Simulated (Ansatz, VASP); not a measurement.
**Rb3Sr: VASP beside Ansatz**

The input INCAR:

```
SYSTEM = Rb3Sr
PREC = Accurate ; ENCUT = 520
EDIFF = 1E-7 ; ISMEAR = -1
SIGMA = 0.05 ; LREAL = .False.
LASPH = .True. ; NELM = 60
ALGO = Normal ; ISIF = 2
LWAVE = .False. ; LCHARG = .False.
GGA = PE ; NBANDS = 26
```

KPOINTS

```
Automatic mesh
0
Gamma
  6 6 6
  0 0 0
```

File POSCAR:

```
Rb3Sr
1.0
   -3.3656603340      3.3656603340      6.8387666227
    3.3656603340     -3.3656603340      6.8387666227
    3.3656603340      3.3656603340     -6.8387666227
Sr Rb
1 3
Direct
    0.0000000000      0.0000000000      0.0000000000
    0.5000000000      0.5000000000      0.0000000000
    0.2500000000      0.7500000000      0.5000000000
    0.7500000000      0.2500000000      0.5000000000
```

The input input.yaml:

```yaml
crystal:
  lattice:
    - [-3.365660334, 3.365660334, 6.8387666227]
    - [3.365660334, -3.365660334, 6.8387666227]
    - [3.365660334, 3.365660334, -6.8387666227]
  atoms:
    - { symbol: Sr, position: [0.0, 0.0, 0.0] }
    - { symbol: Rb, position: [0.5, 0.5, 0.0] }
    - { symbol: Rb, position: [0.25, 0.75, 0.5] }
    - { symbol: Rb, position: [0.75, 0.25, 0.5] }
hamiltonian:
  xc: pbe
  pseudopotentials: { kind: paw }
kpoints:
  mp_grid: { grid: [6, 6, 6] }
scf:
  occupations: { method: fermi_dirac, width: 0.05 }
output:
  forces: true
  stress: true
  eigenvalues: true
  write_density: true
  write_potential: true
  elf: true
  volumetric_format: npy
```

Change from the starting cell: volume scaled by 0.96.

Alike in both runs: task single point; functional PBE; k mesh 6 × 6 × 6; occupations fermi-dirac, width 0.05 eV; no spin polarisation.

|  | VASP | Ansatz |
| --- | --- | --- |
| version | VASP 6.6.1 | Ansatz 0.2.0 |
| potentials or method | VASP PAW PBE potentials, release 64 (Sr_sv, Rb_sv) | Ansatz PAW |
| plane-wave cutoff (eV) | 520 | 420 |
| valence electrons in the cell | 37 | 37 |

```csv
,VASP,Ansatz,Ansatz less VASP
gap on the k mesh at the Fermi level (eV),none,none,-
pressure (GPa),0.1,0.1,0.00
```

A gap of «none» marks a metal or a gap that the smearing closes.
